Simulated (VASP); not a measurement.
Computed with PBEsol GGA, VASP's PBE PAW potentials (set 64) (plane waves; VASP 6.6.1).

VASP input:

POSCAR:
```
MnV
1
    2.8316065411    -0.0000000000     0.0000000000
    0.0000000000     2.8316065411     0.0000000000
   -0.0000000000     0.0000000000     2.8316065411
Mn V
1 1
Direct
  0.0000000000   0.0000000000   0.0000000000
  0.5000000000   0.5000000000   0.5000000000
```

### INCAR
```
SYSTEM = MnV
PREC = Accurate
ENCUT = 400
EDIFF = 1E-7
NELM = 100
ALGO = Normal
LREAL = .FALSE.
LASPH = .TRUE.
ISMEAR = 0
SIGMA = 0.05
GGA = PS
LMAXMIX = 4
LWAVE = .FALSE.
LCHARG = .FALSE.
LORBIT = 11
ICHARG = 11
```

### KPOINTS
```
k-points along high-symmetry lines
15
Line-mode
Reciprocal
  0.000000   0.000000   0.000000 ! GAMMA
  0.000000   0.500000   0.000000 ! X

  0.000000   0.500000   0.000000 ! X
  0.500000   0.500000   0.000000 ! M

  0.500000   0.500000   0.000000 ! M
  0.000000   0.000000   0.000000 ! GAMMA

  0.000000   0.000000   0.000000 ! GAMMA
  0.500000   0.500000   0.500000 ! R

  0.500000   0.500000   0.500000 ! R
  0.000000   0.500000   0.000000 ! X

  0.500000   0.500000   0.500000 ! R
  0.500000   0.500000   0.000000 ! M
```

POTCAR, in this order: Mn_pv V_sv (PBE.64 set). Program: vasp_std. Read from the step before: CHGCAR.

Problem. What will the output report for the number of irreducible k-points (NKPTS), number of bands (NBANDS), largest plane-wave count, number of space-group operations, FFT grid (NGX, NGY, NGZ)?

Solution. 
The number of irreducible k-points (NKPTS) is 90. The number of bands (NBANDS) is 17 and the largest plane-wave count is 437. The number of space-group operations comes out as 48 and the FFT grid (NGX, NGY, NGZ) is 18 × 18 × 18.

The structure comes from a measured MnV entry (Pm-3m) of the Crystallography Open Database, whose conditions weren't checked. It was relaxed first, which changed the volume by -7 %. The run is not spin-polarised, so no magnetic state was tried.
